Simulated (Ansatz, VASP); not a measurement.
HfSnSe4: VASP beside Ansatz

```
Hf Sn Se
1.0
     4.99806    0.00000    0.00000
    -2.49903    4.32845    0.00000
     0.00000    0.00000    6.05793
Hf Sn Se
1 1 4
Cartesian
  0.0000 0.0000 0.0000
  0.0000 0.0000 3.0290
  0.0000 2.8856 4.7315
  0.0000 2.8856 1.3264
  2.4990 1.4428 4.7315
  2.4990 1.4428 1.3264
```

Change from the starting cell: species swapped into the TiVB4 type (P6/mmm, No. 191).

Alike in both runs: functional PBE; k mesh 6 × 6 × 4; occupations gaussian, width 0.1 eV; no spin polarisation.

Ansatz relaxed the structure, and its values are those at the end. VASP's run is a single point on that final structure, the one shown.

|  | VASP | Ansatz |
| --- | --- | --- |
| version | VASP 6.6.1 | Ansatz 0.2.0 |
| potentials or method | VASP PAW PBE potentials, release 64 (Hf_pv, Sn_d, Se) | scalar-relativistic, plane waves, PAW |
| plane-wave cutoff (eV) | 520 | 420 |
| valence electrons in the cell | 48 | 104 |

|  | VASP | Ansatz | Ansatz less VASP |
| --- | --- | --- | --- |
| gap on the k mesh at the Fermi level (eV) | none | none | - |
| pressure (GPa) | -0.1 | 0.0 | +0.16 |
| rms of the force components (eV/Å) | 0.018 | 0.015 | -0.0030 |

A gap of «none» marks a metal or a gap that the smearing closes. The two sets of potentials don't hold the same shells in valence.

The runs have no spin-orbit coupling, so splittings on Hf are missing.
